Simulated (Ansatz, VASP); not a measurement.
# Sb in two plane-wave programs, part 2 of 3

One calculation is typed for both programs; each brings its own data sets. How far apart do they land? Of the first pair: The structure shown is frame 250 of Ansatz's trajectory.

VASP 6.6.1 and Ansatz 0.2.0.

So far: The starting structure; Ansatz: dynamics, PBE.

### 3. VASP: single point, PBE, pair 1

Level of this step: PBE; plane waves and PAW (Sb) (VASP).

The same cell, functional, mesh and smearing now go to VASP, with its own data sets.

Lines of VASP's logs that name or quote its potential files are left out, and so is its time.

File INCAR:

```
SYSTEM = Sb
PREC = Accurate
ENCUT = 400
EDIFF = 1E-06
NELM = 120
ISMEAR = -1
SIGMA = 0.078
LREAL = .FALSE.
ALGO = Normal
GGA = PE
NBANDS = 56
LORBIT = 11
LWAVE = .FALSE.
LCHARG = .FALSE.
ISIF = 2
LASPH = .TRUE.
GGA_COMPAT = .FALSE.
EFERMI = MIDGAP
```

File POSCAR:

```
Sb
1.0
    7.9126000000      0.0000000000      0.0000000000
    0.0000000000      7.9126000000      0.0000000000
    0.0000000000      0.0000000000      7.9126000000
Sb
16
Direct
    0.3613098097      0.3933094053      0.7924955135
    0.1498748831      0.6338624472      0.5708743017
    0.9777443571      0.1071834795      0.0241260774
    0.9051765539      0.6442635796      0.1412430807
    0.5007835604      0.5361196067      0.4292141647
    0.8432500063      0.2080226474      0.7131916184
    0.3511993529      0.1115309759      0.5715188434
    0.3443368804      0.7301266335      0.1552334252
    0.0893006092      0.9081085863      0.3496954225
    0.6287313904      0.1637262088      0.1466521750
    0.2130778758      0.8696762126      0.8432500063
    0.6572555165      0.8397998130      0.3510097819
    0.6828981624      0.4563354650      0.8969112555
    0.6238404570      0.9425220534      0.7512954023
    0.8079645123      0.3796729267      0.3895685363
    0.2168061067      0.3738214999      0.1152971210
```

File KPOINTS:

```
Automatic mesh
0
Gamma
1 1 1
0 0 0
```

Potentials, in the order of the species: Sb (PBE family, release 64).

On the command line:

```sh
mpirun -np 4 vasp_gam
```

Numbers of over 12 decimals in the logs are rounded to 6 here.

What it wrote:

```text
[banner, memory and clock lines left out]
running    4 mpi-ranks, on    1 nodes
 distrk:  each k-point on    4 cores,    1 groups
 distr:  one band on    1 cores,    4 groups

 POSCAR found type information on POSCAR Sb
 POSCAR found :  1 types and      16 ions
 LDA part: xc-table for (Slater+PW92), standard interpolation
 POSCAR, INCAR and KPOINTS ok, starting setup
 FFT: planning ... GRIDC
 FFT: planning ... GRID_SOFT
 FFT: planning ... GRID
 WAVECAR not read
 entering main loop
       N       E                     dE             d eps       ncg     rms          rms(c)
DAV:   1     0.569339967043E+03    0.56934E+03   -0.25203E+04   112   0.968E+02
DAV:   2     0.137140899183E+02   -0.55563E+03   -0.52463E+03   152   0.192E+02
DAV:   3    -0.560990267066E+02   -0.69813E+02   -0.66313E+02   144   0.747E+01
DAV:   4    -0.583870684572E+02   -0.22880E+01   -0.22501E+01   136   0.135E+01
DAV:   5    -0.584359277400E+02   -0.48859E-01   -0.48769E-01   160   0.231E+00    0.901E+00
DAV:   6    -0.580908637579E+02    0.34506E+00   -0.34997E-01   144   0.198E+00    0.541E+00
DAV:   7    -0.580020676374E+02    0.88796E-01   -0.46379E-01   128   0.191E+00    0.100E+00
DAV:   8    -0.580046640989E+02   -0.25965E-02   -0.49013E-02   136   0.695E-01    0.477E-01
DAV:   9    -0.580048364494E+02   -0.17235E-03   -0.56725E-03   136   0.236E-01    0.144E-01
DAV:  10    -0.580048639495E+02   -0.27500E-04   -0.83003E-04   136   0.866E-02    0.492E-02
DAV:  11    -0.580049189273E+02   -0.54978E-04   -0.11923E-04   128   0.336E-02    0.202E-02
DAV:  12    -0.580049303588E+02   -0.11431E-04   -0.16280E-05   136   0.132E-02    0.760E-03
DAV:  13    -0.580049340627E+02   -0.37039E-05   -0.56089E-06   128   0.807E-03    0.335E-03
DAV:  14    -0.580049344009E+02   -0.33823E-06   -0.51162E-07    80   0.248E-03
   1 F= -.58004934E+02 E0= -.57977038E+02  d E =-.557923E-01
```

Parts of OUTCAR (step 3):

```text
ion  position               nearest neighbor table
   1  0.361  0.393  0.792-  13 2.72  16 2.80   7 2.83   2 3.08   5 3.28
   2  0.150  0.634  0.571-   9 2.83  11 2.89   1 3.08   5 3.09  15 3.66   8 3.71
   3  0.978  0.107  0.024-   6 2.80  16 2.92  10 2.96  11 3.01   9 3.15  13 3.75  14 3.77
   4  0.905  0.644  0.141-  15 2.97  12 3.00  13 3.01   9 3.03  16 3.27   8 3.54
   5  0.501  0.536  0.429-  15 2.75  12 2.77   8 2.93   2 3.09   1 3.28  16 3.59   7 3.74
   6  0.843  0.208  0.713-  14 2.74  13 2.75   3 2.80  15 2.91
   7  0.351  0.112  0.572-   1 2.83  14 2.91  11 3.08   9 3.16  12 3.68   5 3.74
   8  0.344  0.730  0.155-  11 2.90   9 2.90   5 2.93  16 3.01  12 3.05   4 3.54   2 3.71
   9  0.089  0.908  0.350-   2 2.83   8 2.90   4 3.03   3 3.15   7 3.16  12 3.46
  10  0.629  0.164  0.147-  15 2.94   3 2.96  12 3.04  13 3.07  14 3.58  16 3.67
  11  0.213  0.870  0.843-   2 2.89   8 2.90   3 3.01   7 3.08  14 3.38
  12  0.657  0.840  0.351-   5 2.77   4 3.00  10 3.04   8 3.05  14 3.28   9 3.46   7 3.68
  13  0.683  0.456  0.897-   1 2.72   6 2.75   4 3.01  10 3.07   3 3.75
  14  0.624  0.943  0.751-   6 2.74   7 2.91  12 3.28  11 3.38  10 3.58   3 3.77
  15  0.808  0.380  0.390-   5 2.75   6 2.91  10 2.94   4 2.97   2 3.66
  16  0.217  0.374  0.115-   1 2.80   3 2.92   8 3.01   4 3.27   5 3.59  10 3.67

  LATTYP: Found a simple cubic cell.
 ALAT       =     7.9126000000

 Subroutine GETGRP returns: Found  1 space group operations
 (whereof  1 operations were pure point group operations)

The static configuration has the point symmetry C_1 .

 Found      1 irreducible k-points:

   k-points           NKPTS =      1   k-points in BZ     NKDIM =      1   number of bands    NBANDS=     56

   dimension x,y,z NGX =    54 NGY =   54 NGZ =   54
   dimension x,y,z NGXF=   108 NGYF=  108 NGZF=  108

   ENCUT  =  400.0 eV  29.40 Ry    5.42 a.u.  12.90 12.90 12.90*2*pi/ulx,y,z

   NELECT =      80.0000    total number of electrons

 k-points in reciprocal lattice and weights: Automatic mesh
   0.00000000  0.00000000  0.00000000       1.000

 average (electrostatic) potential at core
       1 -86.1519       2 -86.0028       3 -85.9772       4 -85.9198       5 -85.9263
       6 -85.8145       7 -86.1111       8 -85.9358       9 -85.9709      10 -86.1031
      11 -85.9448      12 -86.0742      13 -86.0284      14 -86.2673      15 -86.0040
      16 -86.0810

 E-fermi :   7.0485

 k-point     1 :       0.0000    0.0000    0.0000
  band No.  band energies     occupation
    ...
     36       6.0014      2.00000
     37       6.1771      1.99997
     38       6.3332      1.99979
     39       6.5879      1.99456
     40       6.7953      1.92500
     41       7.2997      0.07677
     42       7.5450      0.00343
     43       7.7028      0.00045
     44       7.9616      0.00002
     45       8.0756      0.00000
    ...

  Total       27.4250319     24.6773218     25.6636865      2.9604646     -1.0801466     -0.6427478
  in kB       88.6951943     79.8088352     82.9988336      9.5744275     -3.4932982     -2.0787081
  external PRESSURE =      83.8342877 kB  Pullay stress =       0.0000000 kB

  energy-cutoff  :      400.00
  volume of cell :      495.40
      direct lattice vectors                 reciprocal lattice vectors
     7.912600000  0.000000000  0.000000000     0.126380709  0.000000000  0.000000000
     0.000000000  7.912600000  0.000000000     0.000000000  0.126380709  0.000000000
     0.000000000  0.000000000  7.912600000     0.000000000  0.000000000  0.126380709

 POSITION                                       TOTAL-FORCE (eV/Angst)
 -----------------------------------------------------------------------------------
      2.85890      3.11210      6.27070        -0.320592     -0.444000     -0.719729
      1.18590      5.01550      4.51710         0.083338     -0.245507      1.149334
      7.73650      0.84810      0.19090         0.310569     -0.586397      0.146482
      7.16230      5.09780      1.11760         0.071236      0.270870      0.584788
      3.96250      4.24210      3.39620        -1.581903      0.283423      1.167247
      6.67230      1.64600      5.64320         1.255017      0.301926     -0.931878
      2.77890      0.88250      4.52220         0.005093     -0.042220      0.612386
      2.72460      5.77720      1.22830         0.557136      0.860334     -0.043626
      0.70660      7.18550      2.76700        -0.534082     -0.357844     -0.633251
      4.97490      1.29550      1.16040         0.508962      0.895917     -0.186244
      1.68600      6.88140      6.67230        -0.346211     -0.201572     -0.987027
      5.20060      6.64500      2.77740         0.114699     -0.051259     -0.478146
      5.40350      3.61080      7.09690        -0.048208      0.606430      1.055271
      4.93620      7.45780      5.94470        -0.873881     -0.504773     -0.387089
      6.39310      3.00420      3.08250         0.819906     -0.748211     -0.646356
      1.71550      2.95790      0.91230        -0.021077     -0.037115      0.297838
 -----------------------------------------------------------------------------------
    total drift:                                0.000026      0.000013     -0.000049

  FREE ENERGIE OF THE ION-ELECTRON SYSTEM (eV)
  ---------------------------------------------------
  free  energy   TOTEN  =       -58.0049344009 eV

  energy  without entropy=      -57.9491421333  energy(sigma->0) =      -57.97703827

 total charge
# of ion       s       p       d       tot
------------------------------------------
    1        1.197   1.214   0.049   2.460
    2        1.248   1.119   0.036   2.402
    3        1.212   1.196   0.044   2.452
    4        1.233   1.134   0.039   2.406
    5        1.231   1.201   0.044   2.477
    6        1.211   1.260   0.047   2.518
    7        1.227   1.149   0.032   2.408
    8        1.248   1.168   0.041   2.457
    9        1.211   1.180   0.039   2.430
   10        1.253   1.102   0.038   2.393
   11        1.220   1.169   0.031   2.421
   12        1.220   1.162   0.042   2.424
   13        1.199   1.223   0.039   2.462
   14        1.229   1.125   0.032   2.386
   15        1.247   1.167   0.041   2.455
   16        1.256   1.131   0.033   2.420
--------------------------------------------------
tot         19.643  18.701   0.627  38.970
```

The run ends at a pressure of 8.38 GPa, with forces up to 2.0 eV/Å.

### 4. Differences

Known differences besides the potentials themselves: the data sets hold 240 valence electrons in Ansatz (on its default PAW (the set named soft_2) files) and 80 in VASP; the cutoff is 420 eV in Ansatz and 400 eV in VASP. Total energies have different zeros and are not compared.

Forces on 7 of the 16 atoms, those with the largest forces and the largest differences (eV/Å; atoms numbered as in POSCAR):

```
atom          Ansatz x, y, z            VASP x, y, z
 Sb2    0.085, -0.228, 1.159    0.083, -0.246, 1.149
 Sb5    -1.524, 0.294, 1.141    -1.582, 0.283, 1.167
 Sb6    1.206, 0.297, -0.865    1.255, 0.302, -0.932
Sb11  -0.350, -0.206, -0.994  -0.346, -0.202, -0.987
Sb13    -0.050, 0.556, 1.018    -0.048, 0.606, 1.055
Sb14  -0.847, -0.457, -0.408  -0.874, -0.505, -0.387
Sb15   0.774, -0.716, -0.659   0.820, -0.748, -0.646
```

The forces differ by 25 meV/Å r.m.s., which is 3.9 % of the r.m.s. force of 0.624 eV/Å (both taken over all components).

### 5. Other set-ups

Further runs change the set-up of one program: Ansatz's method, potentials or start, or VASP's data sets, cutoff or form of LDA. The table gives that difference for each run.

```
                            run  r.m.s. force difference (meV/Å)
                       as above                               25
VASP with the data sets Sb_d_GW                             0.91
```

### 6. Ansatz: dynamics, PBE

One frame of this run of dynamics is then solved in both programs, so the motion causes no difference.

The structure compared here is frame 500 of Ansatz's trajectory.

File input.yaml:

```yaml
crystal:
  lattice:
    - [7.9126, 0.0, 0.0]
    - [0.0, 7.9126, 0.0]
    - [0.0, 0.0, 7.9126]
  atoms:
    - { symbol: Sb, position: [0.27231, 0.27757, 0.82011] }
    - { symbol: Sb, position: [0.12189, 0.58274, 0.73248] }
    - { symbol: Sb, position: [0.08344, 0.11627, 0.16544] }
    - { symbol: Sb, position: [0.66923, 0.55171, 0.14482] }
    - { symbol: Sb, position: [0.47515, 0.59581, 0.43434] }
    - { symbol: Sb, position: [0.79674, 0.05079, 0.67389] }
    - { symbol: Sb, position: [0.43109, 0.22603, 0.34917] }
    - { symbol: Sb, position: [0.4874, 0.88781, 0.97456] }
    - { symbol: Sb, position: [0.23762, 0.88153, 0.37654] }
    - { symbol: Sb, position: [0.70781, 0.12211, 0.11584] }
    - { symbol: Sb, position: [0.14026, 0.93357, 0.7281] }
    - { symbol: Sb, position: [0.86836, 0.66162, 0.41261] }
    - { symbol: Sb, position: [0.48817, 0.56002, 0.84384] }
    - { symbol: Sb, position: [0.48756, 0.89179, 0.62324] }
    - { symbol: Sb, position: [0.79239, 0.46673, 0.6949] }
    - { symbol: Sb, position: [0.29412, 0.49199, 0.15169] }
kpoints:
  mp_grid: { grid: [1, 1, 1] }
hamiltonian:
  xc: pbe
scf:
  occupations: { method: fermi_dirac, width: 0.078 }
output:
  forces: true
  stress: true
md:
  timestep: 4.0
  n_steps: 750
  ensemble: nvt_nose_hoover
  temperature: 1404
  initial_velocities: maxwell_boltzmann
  seed: 5
  temperature_schedule:
    - { n_steps: 93, end_temperature: 1404 }
    - { n_steps: 93, end_temperature: 904 }
```

On the command line:

```sh
ansatz run input.yaml --threads 8 --pin off --max-ram 15360MiB --backend cpu --events-out ev --progress --plain --runs-dir out
```

What it wrote:

```text
[...]
Crystal: 16 atoms, lattice volume = 495.402 Å³
Basis set: ecut = 420 eV, 9771 PW (Γ), exchange–correlation on 108×108×108 points (8 copies of the dense FFT grid, shifted against one another)
Bands: 144, of which v1, the nominal top of the filled ones, is band 120 counted from 1 (119 counted from 0)
Symmetry: 1 space group operations
k-points: 1
[...]
atom  16  Sb     0.81942959     0.44434466    -0.74891631
  max |Σ_I F_I| component: 4.26e-6 eV/Å
--- Stress (GPa, compression-positive) ---
        8.452424      -1.872789       0.835686
       -1.872788       8.257730       0.592480
        0.835686       0.592480       5.593968
  P = ⅓ Tr σ = 7.4347 GPa (74.347 kbar)
--- MD trajectory: 750 steps, t = 0.0 → 3000.0 fs ---
[...]
conserved energy: peak-to-peak 1.072e-2 eV (6.699e-4 eV/atom) over 3000.0 fs
[key lines of the parts left out:]
SCF converged after 8 iterations
Free energy (F): -103743.063350 eV
Fermi energy:    9.685672 eV
```

### 7. VASP: single point, PBE, pair 2

The same cell, functional, mesh and smearing now go to VASP, with its own data sets.

INCAR is that of step 3.

File POSCAR:

```
Sb
1.0
    7.9126000000      0.0000000000      0.0000000000
    0.0000000000      7.9126000000      0.0000000000
    0.0000000000      0.0000000000      7.9126000000
Sb
16
Direct
    0.4219346359      0.3505800875      0.8302454313
    0.0676768698      0.5237848495      0.7333114273
    0.9053155726      0.1479538963      0.9186740136
    0.9409928469      0.6468291080      0.2865935344
    0.4042539747      0.6576093825      0.4621742537
    0.9435078230      0.1851982913      0.5487829538
    0.3658342391      0.0381037838      0.6310694336
    0.4636655461      0.7742335010      0.1028865354
    0.1991128074      0.9359123423      0.2777468847
    0.5741222860      0.1440866466      0.0799737128
    0.1144124561      0.8590223188      0.8279453024
    0.7055076713      0.8881151581      0.3437302530
    0.7501706140      0.5273866997      0.9562469985
    0.6720167834      0.8647094507      0.7344614918
    0.6374011071      0.3429972449      0.4005257438
    0.1876121629      0.4115587797      0.1071834795
```

KPOINTS is that of step 3.

On the command line:

```sh
mpirun -np 4 vasp_gam
```

What it wrote:

```text
[... set-up lines as in an earlier step ...]
 entering main loop
       N       E                     dE             d eps       ncg     rms          rms(c)
DAV:   1     0.563952349832E+03    0.56395E+03   -0.25460E+04   112   0.972E+02
DAV:   2     0.789290040270E+01   -0.55606E+03   -0.52861E+03   152   0.191E+02
DAV:   3    -0.553529271009E+02   -0.63246E+02   -0.60829E+02   144   0.729E+01
DAV:   4    -0.572855576197E+02   -0.19326E+01   -0.18999E+01   144   0.123E+01
[...]
DAV:  12    -0.570146796848E+02   -0.58201E-05   -0.12471E-05   136   0.114E-02    0.868E-03
DAV:  13    -0.570146820808E+02   -0.23960E-05   -0.41715E-06   120   0.681E-03    0.315E-03
DAV:  14    -0.570146822703E+02   -0.18951E-06   -0.50272E-07    80   0.240E-03
   1 F= -.57014682E+02 E0= -.56930786E+02  d E =-.167792E+00
```

OUTCAR, selected parts (step 7):

```text
  Total       24.9643958     23.7670621     11.7242703     -5.5937049      5.5959282     -2.4102064
  in kB       80.7372600     76.8649675     37.9174191    -18.0905803     18.0977707     -7.7948395
  external PRESSURE =      65.1732155 kB  Pullay stress =       0.0000000 kB

 POSITION                                       TOTAL-FORCE (eV/Angst)
 -----------------------------------------------------------------------------------
      3.33860      2.77400      6.56940         0.254148     -0.105673      0.062107
      0.53550      4.14450      5.80240        -0.198475     -0.592499     -0.033829
      7.16340      1.17070      7.26910         0.132328      0.643837     -0.181828
      7.44570      5.11810      2.26770         0.390665     -0.382940     -0.469396
      3.19870      5.20340      3.65700         0.112819      0.055228     -0.647361
      7.46560      1.46540      4.34230        -0.315202      0.708864      0.508846
      2.89470      0.30150      4.99340         0.232364      0.450794     -0.181937
      3.66880      6.12620      0.81410        -0.445690     -1.084292     -0.353053
      1.57550      7.40550      2.19770        -0.621384     -0.168554      0.542175
      4.54280      1.14010      0.63280         0.385218      0.138201      0.715204
      0.90530      6.79710      6.55120         0.480540     -0.082175      0.123843
      5.58240      7.02730      2.71980        -0.652299      0.756971      0.743539
      5.93580      4.17300      7.56640        -0.260261     -0.063042      0.117762
      5.31740      6.84210      5.81150         0.107578     -0.070388     -0.054159
      5.04350      2.71400      3.16920         0.243873      0.339733     -0.110006
      1.48450      3.25650      0.84810         0.153777     -0.544065     -0.781909
 -----------------------------------------------------------------------------------
    total drift:                                0.000226     -0.000018     -0.000049

  FREE ENERGIE OF THE ION-ELECTRON SYSTEM (eV)
  ---------------------------------------------------
  free  energy   TOTEN  =       -57.0146822703 eV

  energy  without entropy=      -56.8468903264  energy(sigma->0) =      -56.93078630

[... 2 parts as in an earlier step ...]

[... 1 further part left out ...]
[key lines of the parts left out:]
E-fermi :   7.0326
```

The run ends at a pressure of 6.52 GPa, with forces up to 1.2 eV/Å.

### 8. Comparison

What differs besides the data sets and the points named for the pairs above, as far as they apply: the data sets hold 240 valence electrons in Ansatz (on its default PAW (the set named soft_2) files) and 80 in VASP. Total energies have different zeros and are not compared.

Forces on 7 of the 16 atoms, those with the largest forces and the largest differences (eV/Å; atoms numbered as in POSCAR):

```
atom          Ansatz x, y, z            VASP x, y, z
 Sb4   0.357, -0.351, -0.464   0.391, -0.383, -0.469
 Sb6    -0.334, 0.715, 0.508    -0.315, 0.709, 0.509
 Sb8  -0.449, -1.054, -0.307  -0.446, -1.084, -0.353
 Sb9   -0.596, -0.193, 0.531   -0.621, -0.169, 0.542
Sb10     0.388, 0.153, 0.689     0.385, 0.138, 0.715
Sb12    -0.636, 0.704, 0.723    -0.652, 0.757, 0.744
Sb16   0.163, -0.542, -0.789   0.154, -0.544, -0.782
```

The forces differ by 19 meV/Å r.m.s., which is 4.3 % of the r.m.s. force of 0.432 eV/Å (both taken over all components).

### 9. Ansatz: dynamics, PBE

One frame of this run of dynamics is then solved in both programs, so the motion causes no difference.

The structure compared here is frame 750 of Ansatz's trajectory.

input.yaml is that of step 6.

On the command line:

```sh
ansatz run input.yaml --threads 8 --pin off --max-ram 15360MiB --backend cpu --events-out ev --progress --plain --runs-dir out
```

What it wrote:

```text
[...]
Crystal: 16 atoms, lattice volume = 495.402 Å³
Basis set: ecut = 420 eV, 9771 PW (Γ), exchange–correlation on 108×108×108 points (8 copies of the dense FFT grid, shifted against one another)
Bands: 144, of which v1, the nominal top of the filled ones, is band 120 counted from 1 (119 counted from 0)
Symmetry: 1 space group operations
k-points: 1
[...]
atom  16  Sb     0.81942959     0.44434466    -0.74891631
  max |Σ_I F_I| component: 4.26e-6 eV/Å
--- Stress (GPa, compression-positive) ---
        8.452424      -1.872789       0.835686
       -1.872788       8.257730       0.592480
        0.835686       0.592480       5.593968
  P = ⅓ Tr σ = 7.4347 GPa (74.347 kbar)
--- MD trajectory: 750 steps, t = 0.0 → 3000.0 fs ---
[...]
conserved energy: peak-to-peak 1.072e-2 eV (6.699e-4 eV/atom) over 3000.0 fs
[key lines of the parts left out:]
SCF converged after 8 iterations
Free energy (F): -103743.063350 eV
Fermi energy:    9.685672 eV
```

(Continued in part 3 of 3.)

[Lines on the potential files, build, host, timing and source positions are cut from VASP's logs without a mark.]

[Logs are printed without paths, hosts, clocks, repeated set-up lines and the standing remarks that a program may print on its own settings, such as how far it seeks lower states.]

[Hosts, paths, dates, database ids (printed as entryN), source tags and the programs' standing remarks are cut or masked in the printed files.]
